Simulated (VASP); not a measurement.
All values below come from r2SCAN meta-GGA, VASP's PBE PAW potentials (set 64) (plane waves; VASP).

VASP input:

### KPOINTS
```
Automatic mesh
0
Gamma
 12 12 12
0 0 0
```

**INCAR**
```
SYSTEM = GaNi
PREC = Accurate
ENCUT = 480
EDIFF = 1E-7
NELM = 100
ALGO = Normal
LREAL = .FALSE.
LASPH = .TRUE.
ISMEAR = 1
SIGMA = 0.1
METAGGA = R2SCAN
LMIXTAU = .TRUE.
LMAXMIX = 4
LWAVE = .FALSE.
LCHARG = .FALSE.
ISIF = 2
IBRION = 2
NSW = 30
EDIFFG = -0.01
```

### POSCAR
```
GaNi
1
    2.9602850945     0.0000000000     0.0000000000
    0.0000000000     2.9602850945     0.0000000000
    0.0000000000     0.0000000000     2.9602850945
Ga Ni
1 1
Direct
  0.0000000000   0.0000000000   0.0000000000
  0.5000000000   0.5000000000   0.5000000000
```

POTCAR, in this order: Ga_d Ni (PBE.64 set). Program: vasp_std.

The run wrote:

File OUTCAR:
```
 ion  position               nearest neighbor table
   1  0.000  0.000  0.000-   2 2.56   2 2.56   2 2.56   2 2.56   2 2.56   2 2.56   2 2.56   2 2.56
  LATTYP: Found a simple cubic cell.
 ALAT       =     2.9602850945
 Subroutine PRICEL returns:
 Original cell was already a primitive cell.
 Subroutine GETGRP returns: Found 48 space group operations
The static configuration has the point symmetry O_h .
The dynamic configuration has the point symmetry O_h .
 Subroutine INISYM returns: Found 48 space group operations
 Subroutine IBZKPT returns following result:
 Found     84 irreducible k-points:

 Following reciprocal coordinates:
            Coordinates               Weight
  0.000000  0.000000  0.000000      1.000000
  0.083333  0.000000  0.000000      6.000000
  0.166667  0.000000  0.000000      6.000000
  0.250000  0.000000  0.000000      6.000000
  0.333333  0.000000  0.000000      6.000000
  0.416667  0.000000  0.000000      6.000000
  0.500000  0.000000  0.000000      3.000000
  0.083333  0.083333  0.000000     12.000000
  0.166667  0.083333  0.000000     24.000000
  0.250000  0.083333  0.000000     24.000000
...
```

OSZICAR:
```
       N       E                     dE             d eps       ncg     rms          rms(c)
DAV:   1     0.781333180830E+02    0.78133E+02   -0.11732E+04  2688   0.267E+03
DAV:   2    -0.227249389265E+02   -0.10086E+03   -0.98902E+02  2583   0.352E+02
DAV:   3    -0.273747458813E+02   -0.46498E+01   -0.46039E+01  2996   0.813E+01
DAV:   4    -0.274287607605E+02   -0.54015E-01   -0.53884E-01  3275   0.864E+00
DAV:   5    -0.274300174852E+02   -0.12567E-02   -0.12567E-02  3080   0.114E+00    0.911E+00
DAV:   6    -0.264326306215E+02    0.99739E+00   -0.30316E+01  2633   0.831E+01    0.141E+01
DAV:   7    -0.240503082714E+02    0.23823E+01   -0.78397E+00  2535   0.493E+01    0.179E+00
DAV:   8    -0.240783582200E+02   -0.28050E-01   -0.79472E-01  3581   0.113E+01    0.164E+00
DAV:   9    -0.240483734715E+02    0.29985E-01   -0.95641E-02  2888   0.482E+00    0.377E-01
DAV:  10    -0.240551647536E+02   -0.67913E-02   -0.29992E-02  3475   0.217E+00    0.265E-01
DAV:  11    -0.240550321263E+02    0.13263E-03   -0.14979E-03  2970   0.501E-01    0.162E-01
DAV:  12    -0.240547558068E+02    0.27632E-03   -0.73828E-04  3112   0.421E-01    0.472E-02
DAV:  13    -0.240547883141E+02   -0.32507E-04   -0.17767E-04  3156   0.150E-01    0.554E-03
DAV:  14    -0.240547871334E+02    0.11808E-05   -0.91857E-06  2792   0.386E-02    0.287E-03
DAV:  15    -0.240547843344E+02    0.27989E-05   -0.21278E-06  3436   0.205E-02    0.415E-03
DAV:  16    -0.240547838892E+02    0.44523E-06   -0.14098E-06  3306   0.190E-02    0.549E-04
DAV:  17    -0.240547829235E+02    0.96569E-06   -0.62448E-08  1643   0.332E-03    0.357E-04
DAV:  18    -0.240547825953E+02    0.32821E-06   -0.11352E-08  1477   0.167E-03    0.314E-04
DAV:  19    -0.240547825171E+02    0.78173E-07   -0.34671E-09  1421   0.999E-04
   1 F= -.24054783E+02 E0= -.24054548E+02  d E =-.240548E+02
```

### OUTCAR
```
------------------------ aborting loop because EDIFF is reached ----------------------------------------
  FORCE on cell =-STRESS in cart. coord.  units (eV):
  Direction    XX          YY          ZZ          XY          YZ          ZX
  --------------------------------------------------------------------------------------
  Total       -1.9501334     -1.9501334     -1.9501334      0.0000000      0.0000000      0.0000000
  in kB     -120.4409815   -120.4409815   -120.4409815      0.0000000      0.0000000      0.0000000
  external PRESSURE =    -120.4409815 kB  Pullay stress =       0.0000000 kB
  volume of cell :       25.94
      direct lattice vectors                 reciprocal lattice vectors
     2.960285095  0.000000000  0.000000000     0.337805302  0.000000000  0.000000000
     0.000000000  2.960285095  0.000000000     0.000000000  0.337805302  0.000000000
     0.000000000  0.000000000  2.960285095     0.000000000  0.000000000  0.337805302
 POSITION                                       TOTAL-FORCE (eV/Angst)
 -----------------------------------------------------------------------------------
      0.00000      0.00000      0.00000         0.000000      0.000000      0.000000
      1.48014      1.48014      1.48014         0.000000      0.000000      0.000000
 -----------------------------------------------------------------------------------
    total drift:                                0.000000      0.000000     -0.000000
  FREE ENERGIE OF THE ION-ELECTRON SYSTEM (eV)
  ---------------------------------------------------
  free  energy   TOTEN  =       -24.0547825171 eV

  energy  without entropy=      -24.0540803483  energy(sigma->0) =      -24.05454846

 reached required accuracy - stopping structural energy minimisation
```
(Selected blocks of OUTCAR.)

The structure comes from a computed database's GaNi entry (Pm-3m); how it stands against other phases isn't given here. This cell was strained or had an atom moved on purpose. The run is not spin-polarised, so no magnetic state was tried. The electron count is odd and the run is not spin-polarised, which forces a metal.
